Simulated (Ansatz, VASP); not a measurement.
**Cross-check of V2CO2 (V2CO2 MXene monolayer) between VASP and Ansatz**

Wanted: the spread between two codes on one cell, functional and k mesh. The structure shown is the start of the Ansatz relaxation below; VASP solves that cell, so the two are compared at the walk's first step.

Main program and level: Ansatz 0.2.0; plane waves, with VASP 6.6.1 beside it; single point at PBE with D3(BJ).

## (1) Starting point

The cell holds 5 atoms: 2 O, 2 V and 1 C. Cell: a = 3.012 Å, b = 3.012 Å, c = 39.998 Å, α = 90.0°, β = 90.0°, γ = 120.0°. Vacuum lies along c.

## (2) Ansatz: relaxation, PBE with D3(BJ)

Ansatz runs on its default PAW (the set named soft_2) files.

The two programs are compared at the cell with which this relaxation starts, whose forces are those of its first step.

input.yaml reads:

```yaml
crystal:
  lattice:
    - [3.012152, 0.0, 0.0]
    - [-1.506076, 2.6086001521, 0.0]
    - [0.0, 0.0, 39.9983650771]
  atoms:
    - { symbol: O, position: [0.3333333333, 0.6666666667, 0.4437681382] }
    - { symbol: V, position: [0.6666666667, 0.3333333333, 0.4702859123], spin: 2.0 }
    - { symbol: C, position: [0.0, 0.0, 0.5] }
    - { symbol: V, position: [0.3333333333, 0.6666666667, 0.5297140877], spin: 2.0 }
    - { symbol: O, position: [0.6666666667, 0.3333333333, 0.5562318618] }
  periodic: [true, true, false]
magnetization:
  spin_polarized: true
kpoints:
  mp_grid: { grid: [12, 12, 1] }
hamiltonian:
  xc: pbe
  dispersion: d3bj
scf:
  occupations: { method: fermi_dirac, width: 0.05 }
  convergence: { dr2_threshold: 1.0e-09 }
relax:
  f_tol: 0.004
  max_steps: 90
  cell: {}
output:
  write_potential: true
  write_density: true
  volumetric_format: npy
```

Command:

```
ansatz run input.yaml --threads 2 --pin off --max-ram 3072MiB --backend cpu --events-out ev --progress --plain --runs-dir out
```

Numbers of over 12 decimals in the logs are rounded to 6 here.

Log:

```text
Warning: relax.cell: scf.convergence.dr2_threshold = 1e-9 eV is looser than the 2.37865765782e-10 eV advised for a relaxation that steers and ends on the stress (1e-10 eV for each atom of the cell: 5, times the square of relax.cell.stress_2d_tol = 0.05 N/m over 14.5 Å (the atoms' height at the walk's start and 5 Å past either face), 3.449e-2 GPa, over a crystal's default 0.05). What an SCF threshold leaves in a stress goes as its square root, and in the free energy as the threshold itself, and one threshold admits the most on a small cell: [figures from the program's tests cut] Set scf.convergence.dr2_threshold to 2.37865765782e-10 eV or tighter. [rest of the remark cut]
Engine: ansatz 0.2.0, x86_64-unknown-linux-gnu
Pseudopotentials: kind: paw
Pseudopotential: O, paw, valence charge 6, recommended cutoff 420 eV (normal), O.paw.azcp
Pseudopotential: V, paw, valence charge 13, recommended cutoff 420 eV (normal), V.paw.azcp
Pseudopotential: C, paw, valence charge 4, recommended cutoff 420 eV (normal), C.paw.azcp
Functional definition: PBE
  parameter kappa = 0.804
  parameter beta = 0.066725
  exchange = pbe_x(kappa = kappa, mu = beta*pi^2/3)
  correlation = pbe_c(beta = beta)
Crystal: 5 atoms, lattice volume = 314.287 Å³
Basis set: ecut = 420 eV, 5953 PW (Γ), exchange–correlation on 48×48×540 points (8 copies of the dense FFT grid, shifted against one another)
Bands: 28, of which v1, the nominal top of the filled ones, is band 21 counted from 1 (20 counted from 0)
Symmetry: 12 space group operations
Space group: P-3m1 (ITA 164), of the structure as read, at distance tolerance 6.8e-5 Å
Magnetic group: BNS 164.85 (UNI 1315), of the structure as read, at distance tolerance 6.8e-5 Å
k-points: 19 of 144
Non-local potential: O, projectors of the file, l = 0: 2, l = 1: 2, l = 2: 1
Non-local potential: V, projectors of the file, l = 0: 3, l = 1: 2, l = 2: 3, l = 3: 1
Non-local potential: C, projectors of the file, l = 0: 2, l = 1: 2, l = 2: 1
PAW form: soft (Blöchl's): semilocal exchange-correlation on the pseudo side does not see the compensation charge
PAW one-centre angular grid: O, 110 points (default); XC on 64 Gauss nodes
PAW one-centre angular grid: V, 590 points (default); XC on 64 Gauss nodes
PAW one-centre angular grid: C, 110 points (default); XC on 64 Gauss nodes
Initial density: superposition of atomic densities (neutral atoms: chi_scale 0, normalization atom)
Starting moments: Σ|m| = 4 μB on 2 of 5 sites
Initial wavefunctions: pseudopotential atomic-orbital guess
Functional: x = pbe(κ = 0.804, μ = 0.219515), c = pbe(β = 0.066725)
SCF iter   1: F=—  HF=-7219.207747 eV  |F-HF|=—  |Δ(HF+E_count)|=         —  Δρ=5.84e-2 (↑5.84e-2 ↓3.60e-2)  dr2=2.73e1  dr2_m=1.45e0  M=1.864 μB ∫|m|=2.252 μB  β_m=0.30  ethr=3.10e-3  ⟨swp⟩=15.1  Hψ=7806  notcnv=0
Mixer restart at iter 1: flushing history
preconditioner: auto → LDOS  [metal: Δε(μ)=0.010 eV  Ē_g=9.829 eV  σ=0.050 eV  W_gap=0.05  n_scr=24 (ndim 8)  ℏωp=10.7 eV  f_vac=0.803  D(μ)=2.61/eV (n_scr^D=14)]
spin=Collinear: LDOS preconditioning applied to the charge; magnetization (m = ρ↑ − ρ↓) channel mixes plain (no charge-response kernel on spin).
SCF iter   2: F=—  HF=-7214.542440 eV  |F-HF|=—  |Δ(HF+E_count)|=    4.67e0  Δρ=3.09e-2 (↑3.09e-2 ↓1.80e-2)  dr2=6.79e0  dr2_m=5.78e-1  M=1.835 μB ∫|m|=2.324 μB  β_m=0.45  ethr=3.10e-3  ⟨swp⟩=4.8  Hψ=3168  notcnv=0  defer=25
SCF iter   3: F=—  HF=-7213.162998 eV  |F-HF|=—  |Δ(HF+E_count)|=    1.38e0  Δρ=7.65e-3 (↑6.77e-3 ↓7.65e-3)  dr2=8.44e-2  dr2_m=9.73e-2  M=1.610 μB ∫|m|=2.175 μB  β_m=0.68  ethr=3.10e-3  ⟨swp⟩=4.3  Hψ=3095  notcnv=0  defer=25
SCF iter   4: F=—  HF=-7213.946109 eV  |F-HF|=—  |Δ(HF+E_count)|=         —  Δρ=2.14e-2 (↑2.14e-2 ↓1.61e-2)  dr2=1.01e-1  dr2_m=1.00e0  M=0.133 μB ∫|m|=0.480 μB  β_m=1.00  ethr=2.01e-4  ⟨swp⟩=3.8  Hψ=3015  notcnv=0  defer=20  κ⁻¹=1.5e-3(r=2)
SCF iter   5: F=—  HF=-7213.634370 eV  |F-HF|=—  |Δ(HF+E_count)|=   3.12e-1  Δρ=4.17e-3 (↑4.17e-3 ↓1.85e-3)  dr2=7.69e-2  dr2_m=1.41e-2  M=0.055 μB ∫|m|=0.191 μB  β_m=0.68  ethr=1.19e-4  ⟨swp⟩=3.8  Hψ=2823  notcnv=0  defer=16
SCF iter   6: F=—  HF=-7213.652868 eV  |F-HF|=—  |Δ(HF+E_count)|=   1.85e-2  Δρ=1.48e-3 (↑1.48e-3 ↓1.28e-3)  dr2=4.06e-3  dr2_m=5.12e-3  M=0.032 μB ∫|m|=0.117 μB  β_m=0.84  ethr=1.19e-4  ⟨swp⟩=4.2  Hψ=2611  notcnv=0  defer=1
[...]
preconditioner: auto → Resta (q_TF=auto, 1.981 Å⁻¹)  ε∞=2.7  [insulator: Δε(μ)=0.128 eV  Ē_g=8.578 eV  σ=0.050 eV  W_gap=0.50  n_scr=24 (ndim 8)  ℏωp=11.2 eV  f_vac=0.817  D(μ)=1.77/eV (n_scr^D=12)  ε∞_Penn≈2.7  vacuum switching on, ρ_ref=5.3e-3 e/Å³]
spin=Collinear: Resta preconditioning applied to the charge; magnetization (m = ρ↑ − ρ↓) channel mixes plain (no charge-response kernel on spin).
SCF iter   2: F=—  HF=-7214.156809 eV  |F-HF|=—  |Δ(HF+E_count)|=   2.73e-5  Δρ=1.19e-6 (↑1.16e-6 ↓1.19e-6)  dr2=5.02e-9  dr2_m=6.89e-12  M=0.000 μB ∫|m|=0.000 μB  β_m=0.55  ethr=5.27e-11  ⟨swp⟩=4.7  Hψ=3238  notcnv=0
SCF iter   3: F=—  HF=-7214.156809 eV  |F-HF|=—  |Δ(HF+E_count)|=   6.85e-9  Δρ=5.99e-7 (↑5.99e-7 ↓5.96e-7)  dr2=1.89e-9  dr2_m=3.25e-12  M=0.000 μB ∫|m|=0.000 μB  β_m=0.56  ethr=1.20e-11  ⟨swp⟩=3.3  Hψ=2116  notcnv=0
SCF iter   4: F=—  HF=-7214.156809 eV  |F-HF|=—  |Δ(HF+E_count)|=   2.29e-9  Δρ=2.40e-7 (↑2.26e-7 ↓2.40e-7)  dr2=1.03e-9  dr2_m=1.25e-12  M=0.000 μB ∫|m|=0.000 μB  β_m=0.54  ethr=4.51e-12  ⟨swp⟩=3.1  Hψ=2102  notcnv=0
SCF iter   5: F=—  HF=-7214.156809 eV  |F-HF|=—  |Δ(HF+E_count)|=  3.55e-10  Δρ=1.68e-7 (↑1.49e-7 ↓1.68e-7)  dr2=4.49e-10  dr2_m=5.20e-13  M=0.000 μB ∫|m|=0.000 μB  β_m=0.58  ethr=2.45e-12  ⟨swp⟩=2.2  Hψ=1257  notcnv=0
SCF iter   6: F=-7214.156809 eV  HF=-7214.156809 eV  |F-HF|=4.16e-10  |Δ(HF+E_count)|=  6.34e-10  Δρ=2.03e-7 (↑1.90e-7 ↓2.03e-7)  dr2=6.78e-10  dr2_m=1.24e-13  M=0.000 μB ∫|m|=0.000 μB  ethr=1.07e-12  ⟨swp⟩=11.2  Hψ=8255  notcnv=0
the starting moments were not kept: the SCF closed with an absolute magnetisation of 8.7e-7 μB, where they sum to 4 μB in size (2 sites). That is at most 0.1 of that sum. Measured as dr2_m measures the in/out step, that magnetisation stands 1.8e-13 eV from none, at or under the dr2_threshold of 1.0e-9 eV: it is no larger than a step whose dr2_m would equal this threshold.
SCF 9 converged in 6 iterations: F = -7214.156809 eV  dr2 = 6.78e-10
relax step   9: F+E_penalty+E_count = -7214.15680887 eV  Δ(F+E_penalty+E_count) = +3.502e-4 eV  max|allowed force component| = 1.219e-4 eV/Å  Δτ_max = 0.0000 Å  P = -0.007 N/m  Ω = 286.585 Å³  fix = [c, alpha, beta]  reactions: c -0.000 N/m  stress off target by 6.97e-3 N/m on what of the cell is left free  SCF on the basis re-selected at this cell (its energy is not comparable with the rows above)  (6 SCF iters)
basis re-selected at this cell: Δ(F+E_penalty+E_count) = +3.502e-4 eV, ΔP = -0.006 N/m vs the last step (what re-selecting the basis moved, of the pressure what is left beyond the Pulay correction that the steps carried, after the strain that the cell walked since its last selection, with what the two solves' SCF thresholds leave and, on support functions, any second-order correction that the steps lacked; it is no m [...]
WARN: The output density's exchange-correlation potential varies sharply where the density is thin. Do not read a vacuum level from v_tot or v_xc, or from such a field of the output density. On a cell that repeats whose density bears no net charge and no dipole along the vacuum's axis use v_es (v_loc + v_h of the components); under efield.dipole_correction with no amplitude use v_es + v_field, which holds any externa [...]
SCF converged after 6 iterations
Magnetization: 0.0000 μB (21.0000 up, 21.0000 down)
Absolute magnetization: 0.0000 μB (∫|ρ↑−ρ↓|, with the PAW one-centre terms)
Spin contamination: 0.0000 ħ² per cell (⟨S²⟩ above its minimum at these occupations)
Per-site moments (μB) at R_I (Å): [(-5.7608854999527296e-8, 0.804634), (2.3211383688831106e-7, 0.804634), (-1.2071698637420567e-7, 0.841485), (2.321138370069529e-7, 0.804634), (-5.7608854968445435e-8, 0.804634)]
Free energy (F): -7214.156809 eV
Harris-Foulkes:  -7214.156809 eV  (|F-HF|=4.16e-10)
Internal energy: -7214.142563 eV  (E = F + TS)
E sigma→0 (E₀):  -7214.149686 eV
Entropy (-TS):   -0.014246 eV (-2.849 meV/atom)
Fermi energy:    -6.598002 eV
--- Per-component energies (eV) ---
  E_band       = -1189.115054
  E_kinetic    = 1113.991015
  E_local      = -185206.347313  (includes V_loc(G=0)·N_el)
  E_nonlocal   = 23.424629
  E_hartree    = 91963.162819
  E_xc         = -458.776003
  E_vxc        = -581.674781  (∫ρ·V_xc dr)
  E_paw        = -2635.197102  (= ΣΔE_a)
  E_vpaw       = -464.835877  (= ΣTr[D̂ρ^β])
  E_aug_tail   = 0.005410  (compensation charges beyond the density's cutoff)
  E_ewald      = 87986.793086
  E_disp       = -1.199103  (pairwise vdW)
  E_smearing   = -0.014246  (= −TS)
  E_closure    = 0.000000  (closes the sum)
  Σ components = -7214.156809   (vs F -7214.156809, Δ=0.00e0)
--- Forces (eV/Å), atoms counted from 1 ---
  atom   1  O      0.00000000     0.00000000     0.00000372
  atom   2  V     -0.00000000    -0.00000000    -0.00012185
  atom   3  C      0.00000000     0.00000000     0.00000000
  atom   4  V      0.00000000     0.00000000     0.00012185
  atom   5  O      0.00000000    -0.00000000    -0.00000372
  max |Σ_I F_I| component: 3.70e-17 eV/Å
--- 2D stress c σ (N/m, compression-positive) ---
       -0.006970       0.000000      -0.000000
        0.000000      -0.006970       0.000000
       -0.000000       0.000000      -0.000000
  P = ½ c Tr σ = -0.0070 N/m
--- Band table (eV; the first three rows and the last of 38) ---
  k-point 0 ↑: bands = [... 17 lower, -8.1738, -7.4598, -7.4598, -7.3283, -7.3283, -6.2819, -6.2439, -6.2439, ... 3 higher]
  k-point 1 ↑: bands = [... 17 lower, -8.4010, -8.1446, -8.0426, -7.0195, -6.7316, -6.2382, -6.1430, -5.9849, ... 3 higher]
  k-point 2 ↑: bands = [... 17 lower, -9.6524, -8.7635, -8.1524, -7.1423, -6.5034, -5.9971, -5.6699, -5.5785, ... 3 higher]
  k-point 18 ↓: bands = [... 17 lower, -10.7693, -10.1381, -10.1381, -6.3503, -6.0905, -6.0905, -5.0038, -5.0038, ... 3 higher]
  the weakly bound empty levels are not read free of the cell's end (no_gap_told)
--- Relaxed structure (7 steps of the walk, 7 accepted, 2 SCFs on fresh bases) ---
  F+E_penalty+E_count = -7214.15680887 eV   max|allowed force component| = 1.219e-4 eV/Å   (the final SCF, on the basis selected at the relaxed cell)
  cell:  # Å, volume = 286.5846 Å³
    - [2.876338, 0.0, 0]
    - [-1.438169, 2.490982, 0]
    - [0, 0, 39.9983650771]
  atoms:
    - { symbol: O, position: [0.333333, 0.666667, 0.444796] }
    - { symbol: V, position: [0.666667, 0.333333, 0.470380] }
    - { symbol: C, position: [0, 0, 0.5] }
    - { symbol: V, position: [0.333333, 0.666667, 0.529620] }
    - { symbol: O, position: [0.666667, 0.333333, 0.555204] }
```

(Part 1 of 2 ends here.)

[Lines on the potential files, build, host, timing and source positions are cut from VASP's logs without a mark.]

[Logs are printed without paths, hosts, clocks, repeated set-up lines and the standing remarks that a program may print on its own settings, such as how far it seeks lower states.]

[Hosts, paths, dates, database ids (printed as entryN), source tags and the programs' standing remarks are cut or masked in the printed files.]
